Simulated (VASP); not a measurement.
# YPt under strain, part 3 of 5

Aim: follow the pressure of YPt through compression, expansion and shear. All runs use PBEsol. Left out of this account: at least 1 further run (self-consistent run: a reference on another mesh). The start is a computed cell from the Materials Project.

VASP 6.6.1; PBEsol; plane waves and PAW (Y_sv, Pt).

Still holding for the runs below: Spin-orbit coupling is off here; it can split and shift levels that hold much weight on Y and Pt by tenths of an eV or more.

So far, pressure (GPa): step 2 (bands, cell as listed) -3.45; step 3 (cell volume +4.0 %) -7.16.

### Step 4. Bands, volume times 1.08

The cell is expanded evenly, with fractional positions held.

File INCAR:

```
SYSTEM = YPt
PREC = Accurate
ENCUT = 400
EDIFF = 1E-06
NELM = 100
ISMEAR = -1
SIGMA = 0.05
LREAL = .FALSE.
ALGO = Normal
GGA = PS
NBANDS = 64
LASPH = .TRUE.
LORBIT = 11
LWAVE = .FALSE.
LCHARG = .FALSE.
KPAR = 8
```

File POSCAR:

```
YPt
1.0
    7.2293344441      0.0000000000      0.0000000000
    0.0000000000      4.6309842252      0.0000000000
    0.0000000000      0.0000000000      5.6964070472
Y Pt
4 4
Direct
    0.1819799900      0.2500000000      0.6396335300
    0.8180200100      0.7500000000      0.3603664700
    0.3180200100      0.7500000000      0.1396335300
    0.6819799900      0.2500000000      0.8603664700
    0.0428388100      0.2500000000      0.1528810400
    0.9571611900      0.7500000000      0.8471189600
    0.4571611900      0.7500000000      0.6528810400
    0.5428388100      0.2500000000      0.3471189600
```

File KPOINTS:

```
Automatic mesh
0
Gamma
5 7 6
0 0 0
```

File KPOINTS_OPT:

```
Line mode
12
Line-mode
Reciprocal
  0.00000000   0.00000000   0.00000000 GAMMA
  0.00000000   0.50000000   0.00000000 X

  0.00000000   0.50000000   0.00000000 X
  0.00000000   0.50000000   0.50000000 S

  0.00000000   0.50000000   0.50000000 S
  0.00000000   0.00000000   0.50000000 Y

  0.00000000   0.00000000   0.50000000 Y
  0.00000000   0.00000000   0.00000000 GAMMA

  0.00000000   0.00000000   0.00000000 GAMMA
  0.50000000   0.00000000   0.00000000 Z

  0.50000000   0.00000000   0.00000000 Z
  0.50000000   0.50000000   0.00000000 U

  0.50000000   0.50000000   0.00000000 U
  0.50000000   0.50000000   0.50000000 R

  0.50000000   0.50000000   0.50000000 R
  0.50000000   0.00000000   0.50000000 T

  0.50000000   0.00000000   0.50000000 T
  0.50000000   0.00000000   0.00000000 Z

  0.00000000   0.00000000   0.50000000 Y
  0.50000000   0.00000000   0.50000000 T

  0.50000000   0.50000000   0.00000000 U
  0.00000000   0.50000000   0.00000000 X

  0.00000000   0.50000000   0.50000000 S
  0.50000000   0.50000000   0.50000000 R
```

Potentials, in the order of the species: Y_sv and Pt (PBE family, release 64).

The run is started by

```bash
$ mpirun -np 8 vasp_std
```

Output:

```text
[... set-up lines as in an earlier step ...]
 entering main loop
       N       E                     dE             d eps       ncg     rms          rms(c)
DAV:   1     0.438886764660E+03    0.43889E+03   -0.34378E+04  6144   0.105E+03
DAV:   2    -0.321403055659E+02   -0.47103E+03   -0.43978E+03  6896   0.286E+02
DAV:   3    -0.641327190744E+02   -0.31992E+02   -0.31378E+02  8800   0.544E+01
DAV:   4    -0.669431208261E+02   -0.28104E+01   -0.27946E+01  9096   0.130E+01
DAV:   5    -0.670237682462E+02   -0.80647E-01   -0.80622E-01  7904   0.233E+00    0.572E+01
DAV:   6    -0.649386411733E+02    0.20851E+01   -0.22794E+00  6976   0.581E+00    0.355E+01
DAV:   7    -0.644276229296E+02    0.51102E+00   -0.34938E+00  7664   0.623E+00    0.651E+00
DAV:   8    -0.644005374176E+02    0.27086E-01   -0.65319E-01  6968   0.283E+00    0.333E+00
DAV:   9    -0.643469109466E+02    0.53626E-01   -0.26997E-01  7048   0.199E+00    0.138E+00
DAV:  10    -0.643458329947E+02    0.10780E-02   -0.82988E-03  7616   0.298E-01    0.443E-01
DAV:  11    -0.643456990624E+02    0.13393E-03   -0.25531E-03  6856   0.234E-01    0.174E-01
DAV:  12    -0.643456702229E+02    0.28839E-04   -0.24395E-04  7400   0.666E-02    0.293E-02
DAV:  13    -0.643456675416E+02    0.26813E-05   -0.18848E-05  7224   0.202E-02    0.155E-02
DAV:  14    -0.643456688743E+02   -0.13327E-05   -0.39803E-06  6400   0.887E-03    0.136E-03
DAV:  15    -0.643456689100E+02   -0.35743E-07   -0.40544E-07  4096   0.226E-03
   1 F= -.64345669E+02 E0= -.64324695E+02  d E =-.419470E-01
 Start KPOINTS_OPT (optional k-point list driver)
k-point batch [1-48\144]
       N       E                     dE             ncg
DAV:   1    -0.368753095879E+04   -0.62623E+05     6144
DAV:   2    -0.264235907777E+05   -0.22736E+05     6936
DAV:   3    -0.280202841701E+05   -0.15967E+04     8976
DAV:   4    -0.281615146603E+05   -0.14123E+03     9072
DAV:   5    -0.281659346053E+05   -0.44199E+01     8040
DAV:   6    -0.281660018053E+05   -0.67200E-01     9096
DAV:   7    -0.281660028930E+05   -0.10877E-02     7928
DAV:   8    -0.281660029104E+05   -0.17439E-04     7512
DAV:   9    -0.281660029110E+05   -0.53926E-06     4688
[...]
k-point batch [97-144\144]
       N       E                     dE             ncg
DAV:   1    -0.361091669293E+04   -0.79213E+05     6144
DAV:   2    -0.263880500568E+05   -0.22777E+05     6872
DAV:   3    -0.280081655594E+05   -0.16201E+04     8936
DAV:   4    -0.281448776767E+05   -0.13671E+03     8984
DAV:   5    -0.281493415626E+05   -0.44639E+01     8168
DAV:   6    -0.281494025092E+05   -0.60947E-01     8864
DAV:   7    -0.281494035138E+05   -0.10046E-02     8080
DAV:   8    -0.281494035282E+05   -0.14430E-04     7128
DAV:   9    -0.281494035287E+05   -0.52015E-06     4784
```

It took 85 s on 8 MPI ranks of Intel Xeon 6975P-C (Granite Rapids), shared host; peak memory 5.2 GiB.

OUTCAR, selected parts (step 4):

```text
  LATTYP: Found a simple orthorhombic cell.
 ALAT       =     4.6309842252
 B/A-ratio  =     1.2300640145
 C/A-ratio  =     1.5610794796

 Found     48 irreducible k-points:

   ENCUT  =  400.0 eV  29.40 Ry    5.42 a.u.  11.79  7.55  9.29*2*pi/ulx,y,z

   NELECT =      84.0000    total number of electrons

 E-fermi :   5.3254

 k-point     1 :       0.0000    0.0000    0.0000
  band No.  band energies     occupation
    ...
     39       3.5225      2.00000
     40       3.7024      2.00000
     41       4.6753      2.00000
     42       5.0096      1.99639
     43       5.1451      1.94706
     44       5.4093      0.31434
     45       6.6015      0.00000
     46       6.9027      0.00000
     47       7.2680      0.00000
     48       7.2729      0.00000
    ...

 k-point     2 :       0.2000    0.0000    0.0000
  band No.  band energies     occupation
    ...
     38       3.4182      2.00000
     39       3.5325      2.00000
     40       3.6985      2.00000
     41       4.7734      1.99997
     42       5.2953      1.29186
     43       5.4454      0.16618
     44       5.4969      0.06269
     45       6.6088      0.00000
     46       6.8050      0.00000
     47       6.9512      0.00000
    ...

  Total      -11.2328771    -12.6879153    -12.2199618      0.0000000      0.0000000      0.0000000
  in kB      -94.3689139   -106.5928859   -102.6615453      0.0000000      0.0000000      0.0000000
  external PRESSURE =    -101.2077817 kB  Pullay stress =       0.0000000 kB

  energy-cutoff  :      400.00
  volume of cell :      190.71
      direct lattice vectors                 reciprocal lattice vectors
     7.229334444  0.000000000  0.000000000     0.138325320  0.000000000  0.000000000
     0.000000000  4.630984225  0.000000000     0.000000000  0.215936818  0.000000000
     0.000000000  0.000000000  5.696407047     0.000000000  0.000000000  0.175549253

 POSITION                                       TOTAL-FORCE (eV/Angst)
 -----------------------------------------------------------------------------------
      1.31559      1.15775      3.64361         0.060323     -0.000000     -0.000210
      5.91374      3.47324      2.05279        -0.060323     -0.000000      0.000210
      2.29907      3.47324      0.79541        -0.060323     -0.000000     -0.000210
      4.93026      1.15775      4.90100         0.060323     -0.000000      0.000210
      0.30970      1.15775      0.87087        -0.055627      0.000000     -0.164844
      6.91964      3.47324      4.82553         0.055627      0.000000      0.164844
      3.30497      3.47324      3.71908         0.055627      0.000000     -0.164844
      3.92436      1.15775      1.97733        -0.055627     -0.000000      0.164844
 -----------------------------------------------------------------------------------
    total drift:                                0.000000      0.000000     -0.000000

  FREE ENERGIE OF THE ION-ELECTRON SYSTEM (eV)
  ---------------------------------------------------
  free  energy   TOTEN  =       -64.3456689100 eV

  energy  without entropy=      -64.3037219577  energy(sigma->0) =      -64.32469543

 total charge
# of ion       s       p       d       f       tot
--------------------------------------------------
    1        2.234   6.308   0.865   0.040   9.448
    2        2.234   6.308   0.865   0.040   9.448
    3        2.234   6.308   0.865   0.040   9.448
    4        2.234   6.308   0.865   0.040   9.448
    5        0.788   0.337   8.096   0.000   9.221
    6        0.788   0.337   8.096   0.000   9.221
    7        0.788   0.337   8.096   0.000   9.221
    8        0.788   0.337   8.096   0.000   9.221
--------------------------------------------------
tot         12.089  26.582  35.842   0.161  74.674

[... 5 parts as in an earlier step ...]

[... 6 further parts left out ...]
```

Numbers from this step:

- SCF cycles: 15
- free energy (TOTEN): -64.3457 eV
- energy at zero smearing: -64.3247 eV
- Fermi energy: 5.325 eV
- pressure: -10.12 GPa

The electronic bands at the labelled points (eV, zero at the Fermi level; # counts the bands kept in this run, so #1 is VASP's band 17):

| point | #23 | #24 | #25 | #26 | #27 | #28 | #29 | #30 |
| --- | --- | --- | --- | --- | --- | --- | --- | --- |
| Γ | -1.80 | -1.62 | -0.65 | -0.32 | -0.18 | 0.08 | 1.28 | 1.58 |
| 0.55 of the way | -1.65 | -1.41 | -0.74 | -0.04 | -0.04 | 0.64 | 0.67 | 0.78 |
| X | -1.81 | -1.81 | 0.00 | 0.00 | 0.28 | 0.28 | 0.80 | 0.80 |
| 0.55 of the way | -1.70 | -1.70 | -0.70 | -0.70 | 0.22 | 0.22 | 0.85 | 0.85 |
| S | -1.68 | -1.68 | -0.98 | -0.98 | 0.41 | 0.41 | 0.54 | 0.54 |
| 0.45 of the way | -1.44 | -1.44 | -0.61 | -0.61 | -0.14 | -0.14 | 0.89 | 0.89 |
| Y | -1.48 | -1.48 | -0.57 | -0.57 | 0.22 | 0.22 | 1.04 | 1.04 |
| 0.45 of the way | -1.60 | -1.52 | -1.27 | -0.39 | -0.17 | 1.04 | 1.09 | 1.09 |
| Γ | -1.80 | -1.62 | -0.65 | -0.32 | -0.18 | 0.08 | 1.28 | 1.58 |
| 0.45 of the way | -1.77 | -1.63 | -0.49 | 0.01 | 0.13 | 0.27 | 1.29 | 1.45 |
| Z | -1.66 | -1.66 | 0.13 | 0.13 | 0.67 | 0.67 | 1.03 | 1.03 |
| 0.45 of the way | -1.71 | -1.71 | -0.30 | -0.30 | 0.83 | 0.83 | 0.99 | 0.99 |
| U | -1.99 | -1.99 | 0.36 | 0.36 | 0.36 | 0.36 | 1.18 | 1.18 |
| 0.45 of the way | -1.96 | -1.96 | -0.08 | -0.08 | -0.08 | -0.08 | 1.37 | 1.37 |
| R | -1.89 | -1.89 | -0.71 | -0.71 | -0.71 | -0.71 | 1.68 | 1.68 |
| 0.45 of the way | -2.02 | -2.02 | -0.74 | -0.74 | 0.25 | 0.25 | 1.21 | 1.21 |
| T | -2.04 | -2.04 | 0.40 | 0.40 | 0.78 | 0.78 | 1.10 | 1.10 |
| 0.45 of the way | -1.86 | -1.86 | 0.36 | 0.36 | 0.48 | 0.48 | 1.06 | 1.06 |
| Z | -1.66 | -1.66 | 0.13 | 0.13 | 0.67 | 0.67 | 1.03 | 1.03 |
| jump to Y | -1.48 | -1.48 | -0.57 | -0.57 | 0.22 | 0.22 | 1.04 | 1.04 |
| 0.55 of the way | -1.93 | -1.93 | 0.30 | 0.30 | 0.32 | 0.32 | 1.00 | 1.00 |
| T | -2.04 | -2.04 | 0.40 | 0.40 | 0.78 | 0.78 | 1.10 | 1.10 |
| jump to U | -1.99 | -1.99 | 0.36 | 0.36 | 0.36 | 0.36 | 1.18 | 1.18 |
| 0.45 of the way | -1.95 | -1.95 | 0.26 | 0.26 | 0.33 | 0.33 | 0.88 | 0.88 |
| X | -1.81 | -1.81 | 0.00 | 0.00 | 0.28 | 0.28 | 0.80 | 0.80 |
| jump to S | -1.68 | -1.68 | -0.98 | -0.98 | 0.41 | 0.41 | 0.54 | 0.54 |

Of the projections kept (Y, Pt), the largest for each band there, as a share of the weight inside these atoms' spheres; weight between the spheres isn't counted:

| point | #23 | #24 | #25 | #26 | #27 | #28 | #29 | #30 |
| --- | --- | --- | --- | --- | --- | --- | --- | --- |
| Γ | Pt 0.94 | Pt 0.74 | Y 0.50 | Pt 0.51 | Y 0.70 | Y 0.60 | Y 0.61 | Y 0.68 |
| X | Pt 0.86 | Pt 0.86 | Y 0.59 | Y 0.59 | Y 0.59 | Y 0.59 | Y 0.67 | Y 0.67 |
| S | Pt 0.84 | Pt 0.84 | Pt 0.67 | Pt 0.67 | Y 0.63 | Y 0.63 | Y 0.58 | Y 0.58 |
| Y | Pt 0.84 | Pt 0.84 | Pt 0.57 | Pt 0.57 | Y 0.69 | Y 0.69 | Y 0.63 | Y 0.63 |
| Γ | Pt 0.94 | Pt 0.74 | Y 0.50 | Pt 0.51 | Y 0.70 | Y 0.60 | Y 0.61 | Y 0.68 |
| Z | Pt 0.76 | Pt 0.76 | Y 0.51 | Y 0.51 | Y 0.67 | Y 0.67 | Y 0.63 | Y 0.63 |

Force by atom:

| atom | x (eV/Å) | y (eV/Å) | z (eV/Å) | size |
| --- | --- | --- | --- | --- |
| Y1 | 0.060 | 0.000 | 0.000 | 0.060 |
| Y2 | -0.060 | 0.000 | 0.000 | 0.060 |
| Y3 | -0.060 | 0.000 | 0.000 | 0.060 |
| Y4 | 0.060 | 0.000 | 0.000 | 0.060 |
| Pt5 | -0.056 | 0.000 | -0.165 | 0.174 |
| Pt6 | 0.056 | 0.000 | 0.165 | 0.174 |
| Pt7 | 0.056 | 0.000 | -0.165 | 0.174 |
| Pt8 | -0.056 | 0.000 | 0.165 | 0.174 |

 The pressure is -10.12 GPa.

For the pressure, step 2 gave -3.45 GPa; this run, with cell volume +8.0 %, gives -10.1 GPa.

### Step 5. Bands, sheared, principal strains -1.5, +0.2, +1.3 %

The first cell is sheared at its own volume, which lowers its symmetry.

INCAR is that of step 4.

POSCAR, as its differences from that of step 4:

```diff
@@ -2,5 +2,5 @@
 1.0
-    7.2293344441      0.0000000000      0.0000000000
-    0.0000000000      4.6309842252      0.0000000000
-    0.0000000000      0.0000000000      5.6964070472
+    7.0800950000     -0.0046240000      0.0348700000
+   -0.0029620000      4.4481520000     -0.0184830000
+    0.0274760000     -0.0227350000      5.6072280000
 Y Pt
```

KPOINTS is that of step 4.

File KPOINTS_OPT:

```
Line mode
12
Line-mode
Reciprocal
  0.00000000  -0.50000000   0.00000000 X
  0.00000000   0.00000000   0.00000000 GAMMA

  0.00000000   0.00000000   0.00000000 GAMMA
  0.50000000   0.00000000   0.00000000 Y

  0.50000000  -0.50000000   0.00000000 L
  0.00000000   0.00000000   0.00000000 GAMMA

  0.00000000   0.00000000   0.00000000 GAMMA
  0.00000000   0.00000000   0.50000000 Z

  0.00000000  -0.50000000   0.50000000 N
  0.00000000   0.00000000   0.00000000 GAMMA

  0.00000000   0.00000000   0.00000000 GAMMA
  0.50000000   0.00000000   0.50000000 M

  0.50000000  -0.50000000   0.50000000 R
  0.00000000   0.00000000   0.00000000 GAMMA
```

The run is started by

```bash
$ mpirun -np 8 vasp_std
```

Output:

```text
[... set-up lines as in an earlier step ...]
 entering main loop
       N       E                     dE             d eps       ncg     rms          rms(c)
DAV:   1     0.447694393825E+03    0.44769E+03   -0.34433E+04 13568   0.105E+03
DAV:   2    -0.322718257639E+02   -0.47997E+03   -0.44894E+03 15056   0.291E+02
DAV:   3    -0.644737523737E+02   -0.32202E+02   -0.31582E+02 19448   0.555E+01
DAV:   4    -0.672953534107E+02   -0.28216E+01   -0.28063E+01 19656   0.132E+01
DAV:   5    -0.673767293234E+02   -0.81376E-01   -0.81353E-01 17824   0.236E+00    0.658E+01
DAV:   6    -0.654915618984E+02    0.18852E+01   -0.24023E+00 15328   0.619E+00    0.393E+01
DAV:   7    -0.650479533185E+02    0.44361E+00   -0.27436E+00 16304   0.568E+00    0.837E+00
DAV:   8    -0.649899589271E+02    0.57994E-01   -0.79185E-01 15208   0.313E+00    0.293E+00
DAV:   9    -0.649486052508E+02    0.41354E-01   -0.21974E-01 15112   0.182E+00    0.159E+00
DAV:  10    -0.649480496449E+02    0.55561E-03   -0.76557E-03 17384   0.253E-01    0.320E-01
DAV:  11    -0.649480181328E+02    0.31512E-04   -0.15339E-03 15464   0.171E-01    0.317E-01
DAV:  12    -0.649479965026E+02    0.21630E-04   -0.12002E-04 16576   0.421E-02    0.264E-02
DAV:  13    -0.649479949039E+02    0.15987E-05   -0.80208E-06 16032   0.153E-02    0.182E-02
DAV:  14    -0.649479934838E+02    0.14202E-05   -0.20353E-06 11552   0.893E-03    0.125E-02
DAV:  15    -0.649479944141E+02   -0.93036E-06   -0.11902E-06 10104   0.562E-03
   1 F= -.64947994E+02 E0= -.64926809E+02  d E =-.423700E-01
 Start KPOINTS_OPT (optional k-point list driver)
k-point batch [1-84\84]
       N       E                     dE             ncg
DAV:   1     0.269033207943E+04   -0.73918E+05    10752
DAV:   2    -0.374289182485E+05   -0.40119E+05    12160
DAV:   3    -0.402025279822E+05   -0.27736E+04    15888
DAV:   4    -0.404405695659E+05   -0.23804E+03    15432
DAV:   5    -0.404479710521E+05   -0.74015E+01    14304
DAV:   6    -0.404480696176E+05   -0.98565E-01    15368
DAV:   7    -0.404480713074E+05   -0.16899E-02    14184
DAV:   8    -0.404480713327E+05   -0.25271E-04    12168
DAV:   9    -0.404480713336E+05   -0.89413E-06     8224
```

Run time: 1.7 min. Hardware: 8 MPI ranks; peak memory 8.4 GiB; 11 min of CPU time.

From OUTCAR (step 5):

```text
   k-points           NKPTS =    106   k-points in BZ     NKDIM =    106   number of bands    NBANDS=     64

   ENCUT  =  400.0 eV  29.40 Ry    5.42 a.u.  11.55  7.25  9.14*2*pi/ulx,y,z

   NELECT =      84.0000    total number of electrons

 E-fermi :   6.0201

 k-point     1 :       0.0000    0.0000    0.0000
  band No.  band energies     occupation
    ...
     40       4.3074      2.00000
     41       5.2773      2.00000
     42       5.6684      1.99824
     43       5.8348      1.95198
     44       6.0131      1.06980
     45       7.3292      0.00000
     46       7.7255      0.00000
     47       8.0607      0.00000
     48       8.2695      0.00000
     49       8.3700      0.00000
    ...

  Total       -3.7374686     -2.8504481     -4.2298773      0.0604282      0.4316108     -0.3590634
  in kB      -33.9108903    -25.8627543    -38.3786249      0.5482790      3.9161017     -3.2578628
  external PRESSURE =     -32.7174232 kB  Pullay stress =       0.0000000 kB

 POSITION                                       TOTAL-FORCE (eV/Angst)
 -----------------------------------------------------------------------------------
      1.30527      1.09665      3.58830        -0.020871      0.002585     -0.006189
      5.79934      3.32414      2.03532         0.020871     -0.002585      0.006189
      2.25323      3.33147      0.78018         0.015301      0.002896     -0.007195
      4.85138      1.08932      4.84343        -0.015301     -0.002896      0.007195
      0.30676      1.10836      0.85411        -0.021724      0.020707     -0.044516
      6.79785      3.31243      4.76950         0.021724     -0.020707      0.044516
      3.25246      3.31916      3.66293         0.016839      0.021894     -0.056054
      3.85215      1.10164      1.96068        -0.016839     -0.021894      0.056054
 -----------------------------------------------------------------------------------
    total drift:                                0.000000      0.000000     -0.000000

  FREE ENERGIE OF THE ION-ELECTRON SYSTEM (eV)
  ---------------------------------------------------
  free  energy   TOTEN  =       -64.9479944141 eV

  energy  without entropy=      -64.9056243762  energy(sigma->0) =      -64.92680940

[... 1 part as in an earlier step ...]

[... 14 further parts left out ...]
```

The path and its labels are those of the sheared lattice, so a letter need not mean the same point as in the unstrained cell.

This step gave:

```yaml
irreducible_k_points: 106
symmetry_operations: 2
free_energy_toten: -64.9480 eV
energy_at_zero_smearing: -64.9268 eV
fermi_energy: 6.020 eV
pressure: -3.272 GPa
```

Electronic bands along the path, in eV, zero at the Fermi level; # counts the bands kept in this run, so #1 is VASP's band 17:

| point | #23 | #24 | #25 | #26 | #27 | #28 | #29 | #30 |
| --- | --- | --- | --- | --- | --- | --- | --- | --- |
| X | -1.96 | -1.96 | 0.04 | 0.05 | 0.28 | 0.28 | 0.80 | 0.81 |
| 0.45 of the way | -1.73 | -1.41 | -0.73 | -0.07 | 0.03 | 0.62 | 0.67 | 0.81 |
| Γ | -1.96 | -1.71 | -0.74 | -0.35 | -0.19 | -0.01 | 1.31 | 1.71 |
| 0.55 of the way | -1.85 | -1.72 | -0.41 | 0.09 | 0.15 | 0.44 | 1.35 | 1.51 |
| Y | -1.76 | -1.75 | 0.12 | 0.15 | 0.83 | 0.83 | 1.07 | 1.09 |
| jump to L | -2.11 | -2.10 | 0.33 | 0.37 | 0.37 | 0.40 | 1.16 | 1.19 |
| 0.55 of the way | -1.84 | -1.53 | -0.58 | 0.06 | 0.07 | 0.67 | 0.75 | 1.02 |
| Γ | -1.96 | -1.71 | -0.74 | -0.35 | -0.19 | -0.01 | 1.31 | 1.71 |
| 0.55 of the way | -1.69 | -1.60 | -1.33 | -0.44 | -0.18 | 1.02 | 1.10 | 1.21 |
| Z | -1.57 | -1.56 | -0.62 | -0.59 | 0.25 | 0.26 | 1.00 | 1.01 |
| jump to N | -1.79 | -1.76 | -1.10 | -1.09 | 0.39 | 0.43 | 0.58 | 0.61 |
| 0.55 of the way | -1.79 | -1.50 | -1.00 | -0.38 | 0.06 | 0.23 | 0.92 | 1.18 |
| Γ | -1.96 | -1.71 | -0.74 | -0.35 | -0.19 | -0.01 | 1.31 | 1.71 |
| 0.55 of the way | -1.90 | -1.85 | -0.51 | 0.09 | 0.37 | 0.77 | 1.04 | 1.26 |
| M | -2.16 | -2.14 | 0.47 | 0.48 | 0.72 | 0.76 | 1.10 | 1.12 |
| jump to R | -2.01 | -2.00 | -0.74 | -0.71 | -0.70 | -0.68 | 1.73 | 1.75 |
| 0.45 of the way | -1.82 | -1.68 | -1.03 | -0.46 | 0.35 | 0.58 | 0.76 | 1.06 |
| Γ | -1.96 | -1.71 | -0.74 | -0.35 | -0.19 | -0.01 | 1.31 | 1.71 |

Of the projections kept (Y, Pt), the largest for each band there, as a share of the weight inside these atoms' spheres; weight between the spheres isn't counted:

| point | #23 | #24 | #25 | #26 | #27 | #28 | #29 | #30 |
| --- | --- | --- | --- | --- | --- | --- | --- | --- |
| X | Pt 0.83 | Pt 0.83 | Y 0.60 | Y 0.60 | Y 0.59 | Y 0.59 | Y 0.67 | Y 0.67 |
| Γ | Pt 0.93 | Pt 0.72 | Y 0.50 | Pt 0.52 | Y 0.68 | Y 0.59 | Y 0.61 | Y 0.67 |
| Y | Pt 0.75 | Pt 0.74 | Y 0.52 | Y 0.51 | Y 0.66 | Y 0.66 | Y 0.61 | Y 0.63 |
| L | Pt 0.88 | Pt 0.88 | Y 0.63 | Y 0.63 | Y 0.63 | Y 0.63 | Y 0.66 | Y 0.66 |
| Γ | Pt 0.93 | Pt 0.72 | Y 0.50 | Pt 0.52 | Y 0.68 | Y 0.59 | Y 0.61 | Y 0.67 |
| Z | Pt 0.82 | Pt 0.82 | Pt 0.56 | Pt 0.57 | Y 0.68 | Y 0.68 | Y 0.63 | Y 0.63 |

Force by atom:

| atom | x (eV/Å) | y (eV/Å) | z (eV/Å) | size |
| --- | --- | --- | --- | --- |
| Y1 | -0.0209 | 0.0026 | -0.0062 | 0.0219 |
| Y2 | 0.0209 | -0.0026 | 0.0062 | 0.0219 |
| Y3 | 0.0153 | 0.0029 | -0.0072 | 0.0172 |
| Y4 | -0.0153 | -0.0029 | 0.0072 | 0.0172 |
| Pt5 | -0.0217 | 0.0207 | -0.0445 | 0.0537 |
| Pt6 | 0.0217 | -0.0207 | 0.0445 | 0.0537 |
| Pt7 | 0.0168 | 0.0219 | -0.0561 | 0.0625 |
| Pt8 | -0.0168 | -0.0219 | 0.0561 | 0.0625 |

 The pressure is -3.27 GPa, and the symmetry operations fall from 8 to 2.

(Continued in part 4 of 5.)

[Lines on the potential files, build, host, timing and source positions are cut from VASP's logs without a mark.]

[Logs are printed without paths, hosts, clocks, repeated set-up lines and the standing remarks that a program may print on its own settings, such as how far it seeks lower states.]

[Hosts, paths, dates, database ids (printed as entryN), source tags and the programs' standing remarks are cut or masked in the printed files.]

[A measured line is paired with the nearest computed mode of its activity, which favours agreement.]

[In band tables of VASP the shares of atoms and orbitals are scaled to a sum of 1 inside the atoms' spheres.]
